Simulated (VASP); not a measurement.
Here is the system:

```xyz
5
Lattice="4.0033 0.0000 0.0000 0.0000 4.0033 0.0000 0.0000 0.0000 4.0033" Properties=species:S:1:pos:R:3 pbc="T T T"
K      0.0000     0.0000     0.0000
Mg     2.0016     2.0016     2.0016
F      2.0016     0.0000     2.0016
F      0.0000     2.0016     2.0016
F      2.0016     2.0016     0.0000
```

All values below come from vdW-DF-cx, VASP's PBE PAW potentials (set 64) (plane waves; VASP). Settings: 520 eV cut-off, 6×6×6 Γ-centred mesh, tetrahedra with Blöchl corrections, potentials K_sv Mg F.

Question: Estimate the energy per atom (σ→0), band gap (on the k-mesh) with the smallest direct gap where there is one.

Answer: 
The band gap (on the k-mesh) comes out as 7.35 eV. The smallest direct gap (on the k-mesh) is 7.67 eV and the energy per atom (σ→0) is -296.1 kJ/mol of atoms.

Only differences to runs with the same potentials and settings are physical.

The compound is KMgF3 in the cubic perovskite structure. It was relaxed first.
